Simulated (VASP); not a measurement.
An input for Quantum ESPRESSO's pw.x (written as the equivalent of a VASP run, and not itself run):

```
&CONTROL
  calculation = 'vc-relax'
  pseudo_dir = './pseudo'
  outdir = './out'
  tprnfor = .true.
  tstress = .true.
  nstep = 60
  forc_conv_thr = 0.00039
/
&SYSTEM
  ibrav = 0
  nat = 1
  ntyp = 1
  ecutwfc = 110
  occupations = 'smearing'
  smearing = 'methfessel-paxton'
  degauss = 0.00735
  input_dft = 'pbesol'
/
&ELECTRONS
  conv_thr = 7.3e-08
  electron_maxstep = 100
/
&IONS
/
&CELL
/
ATOMIC_SPECIES
  La 138.905 La.upf
CELL_PARAMETERS angstrom
    -2.1067060    2.1067060    2.1067060
     2.1067060   -2.1067060    2.1067060
     2.1067060    2.1067060   -2.1067060
ATOMIC_POSITIONS crystal
  La   0.0000000  0.0000000  0.0000000
K_POINTS automatic
  11 11 11 0 0 0
```

Question: Write the VASP files for the same calculation (PBEsol).

Answer: This is not unique; one that fits is 
File KPOINTS:
```
Automatic mesh
0
Gamma
11 11 11
0 0 0
```

INCAR:
```
EDIFF = 1E-6   # SCF stop (eV)
ALGO = Normal   # blocked Davidson
GGA = PS
IBRION = 2
SYSTEM = La
NELM = 100   # most electronic steps
PREC = Accurate
LWAVE = .FALSE.
SIGMA = 0.1   # width (eV)
LASPH = .TRUE.
ISIF = 3   # ions, shape and volume
ENCUT = 400
LCHARG = .FALSE.
ISMEAR = 1   # Methfessel-Paxton
LREAL = .FALSE.   # projection in real space or not
LMAXMIX = 6   # l cut-off of mixed one-centre charges
NSW = 60
EDIFFG = -0.01   # ionic stop
```

File POSCAR:
```
La
1
   -2.1067060000     2.1067060000     2.1067060000
    2.1067060000    -2.1067060000     2.1067060000
    2.1067060000     2.1067060000    -2.1067060000
La
1
Direct
  0.0000000000   0.0000000000   0.0000000000
```

POTCAR, in this order: La (PBE.64 set). Program: vasp_std.

The two are equivalent in intent, not identical: the potentials are each code's own (VASP's PAW set, PseudoDojo norm-conserving files in pw.x), so ENCUT and ecutwfc are chosen apart and not converted; conv_thr bounds pw.x's estimated SCF error, while EDIFF bounds the energy change between steps; forc_conv_thr acts on force components and is met together with etot_conv_thr.

The structure was generated: La was put into the bcc type (Im-3m), which need not be its known phase. This run relaxes it. Symmetry was kept, so distortions that lower it aren't found.
